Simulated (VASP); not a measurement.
All values below come from PBE GGA, VASP's PBE PAW potentials (set 64) (plane waves; VASP 6.6.1).

VASP input:

INCAR:
```
# general
SYSTEM   =  Os
PREC     =  Accurate
ENCUT    =  480
LREAL    =  .False.
LASPH    =  .True.

# electronic loop
EDIFF    =  1E-7
NELM     =  100
ALGO     =  Normal
LMAXMIX  =  6

# smearing
ISMEAR   =  1
SIGMA    =  0.1

# functional
GGA      =  PE

# ions
IBRION   =  2
NSW      =  40
ISIF     =  3
EDIFFG   =  -0.01
PSTRESS  =  100

# output
LWAVE    =  .False.
LCHARG   =  .False.
```

**POSCAR**
```
Os
1.0
  1.3664371481  -2.3667381905   0.0000000000
  1.3664371481   2.3667381905   0.0000000000
  0.0000000000   0.0000000000   4.3114365095
Os
2
direct
  0.3333330000   0.6666670000   0.2500000000
  0.6666670000   0.3333330000   0.7500000000
```

**KPOINTS**
```
Automatic mesh
0
Gamma
14 14 8
0 0 0
```

POTCAR, in this order: Os (PBE.64 set). Program: vasp_std.

The resulting files:

File OUTCAR:
```
 ion  position               nearest neighbor table
   1  0.333  0.667  0.250-   2 2.67   2 2.67   2 2.67   2 2.67   2 2.67   2 2.67
   2  0.667  0.333  0.750-   1 2.67   1 2.67   1 2.67   1 2.67   1 2.67   1 2.67
  LATTYP: Found a hexagonal cell.
 ALAT       =     2.7328739711
 C/A-ratio  =     1.5776199543
 Subroutine PRICEL returns:
 Original cell was already a primitive cell.
 Subroutine GETGRP returns: Found 24 space group operations
The static configuration has the point symmetry D_3d.
 The point group associated with its full space group is D_6h.
The dynamic configuration has the point symmetry D_3d.
 Subroutine INISYM returns: Found 24 space group operations
 Subroutine IBZKPT returns following result:
 Found    120 irreducible k-points:

 Following reciprocal coordinates:
            Coordinates               Weight
  0.000000  0.000000  0.000000      1.000000
  0.071429  0.000000  0.000000      6.000000
  0.142857 -0.000000  0.000000      6.000000
  0.214286  0.000000  0.000000      6.000000
  0.285714  0.000000  0.000000      6.000000
  0.357143  0.000000  0.000000      6.000000
  0.428571  0.000000  0.000000      6.000000
...
```

### OSZICAR
```
       N       E                     dE             d eps       ncg     rms          rms(c)
DAV:   1     0.984318012611E+02    0.98432E+02   -0.73217E+03  2880   0.120E+03
DAV:   2    -0.170342195158E+02   -0.11547E+03   -0.10382E+03  3072   0.390E+02
DAV:   3    -0.237123889538E+02   -0.66782E+01   -0.60945E+01  3472   0.757E+01
DAV:   4    -0.238748465173E+02   -0.16246E+00   -0.16139E+00  3032   0.120E+01
DAV:   5    -0.238768220809E+02   -0.19756E-02   -0.19743E-02  3380   0.109E+00    0.236E+01
DAV:   6    -0.228059036357E+02    0.10709E+01   -0.11313E+00  3092   0.979E+00    0.109E+01
DAV:   7    -0.224793588947E+02    0.32654E+00   -0.83167E-01  3248   0.823E+00    0.481E-01
DAV:   8    -0.224735553110E+02    0.58036E-02   -0.76765E-03  2944   0.729E-01    0.289E-01
DAV:   9    -0.224714651869E+02    0.20901E-02   -0.14939E-03  3128   0.462E-01    0.574E-02
DAV:  10    -0.224715032519E+02   -0.38065E-04   -0.64485E-05  3184   0.804E-02    0.102E-02
DAV:  11    -0.224714717572E+02    0.31495E-04   -0.72257E-06  2968   0.322E-02    0.957E-04
DAV:  12    -0.224714711786E+02    0.57857E-06   -0.13091E-07  2392   0.380E-03    0.949E-04
DAV:  13    -0.224714710244E+02    0.15422E-06   -0.98880E-09  1508   0.103E-03    0.213E-04
DAV:  14    -0.224714709945E+02    0.29832E-07   -0.28274E-09  1484   0.658E-04
   1 F= -.20730942E+02 E0= -.20730513E+02  d E =-.207309E+02
```

OUTCAR:
```
------------------------ aborting loop because EDIFF is reached ----------------------------------------
  FORCE on cell =-STRESS in cart. coord.  units (eV):
  Direction    XX          YY          ZZ          XY          YZ          ZX
  --------------------------------------------------------------------------------------
  Total        1.7463952      1.7463946      1.7458327      0.0000000      0.0000000      0.0000000
  in kB      100.3370302    100.3369983    100.3047146      0.0000000      0.0000000      0.0000000
  external PRESSURE =       0.3262477 kB  Pullay stress =     100.0000000 kB
  volume of cell :       27.89
      direct lattice vectors                 reciprocal lattice vectors
     1.366437148 -2.366738191  0.000000000     0.365915110 -0.211261221  0.000000000
     1.366437148  2.366738191  0.000000000     0.365915110  0.211261221  0.000000000
     0.000000000  0.000000000  4.311436510     0.000000000  0.000000000  0.231941256
 POSITION                                       TOTAL-FORCE (eV/Angst)
 -----------------------------------------------------------------------------------
      1.36644      0.78891      1.07786         0.000000     -0.000000      0.000000
      1.36644     -0.78891      3.23358         0.000000      0.000000      0.000000
 -----------------------------------------------------------------------------------
    total drift:                                0.000000      0.000021     -0.000020
  FREE ENERGIE OF THE ION-ELECTRON SYSTEM (eV)
  ---------------------------------------------------
  free  energy   TOTEN  =       -22.4714709945 eV

  energy  without entropy=      -22.4701855117  energy(sigma->0) =      -22.47104250
  enthalpy is  TOTEN    =       -20.7309418999 eV   P V=        1.7405290947

 reached required accuracy - stopping structural energy minimisation
```
(Selected blocks of OUTCAR.)

The compound is Os in the hcp structure. It was relaxed first under an external pressure of 10 GPa.
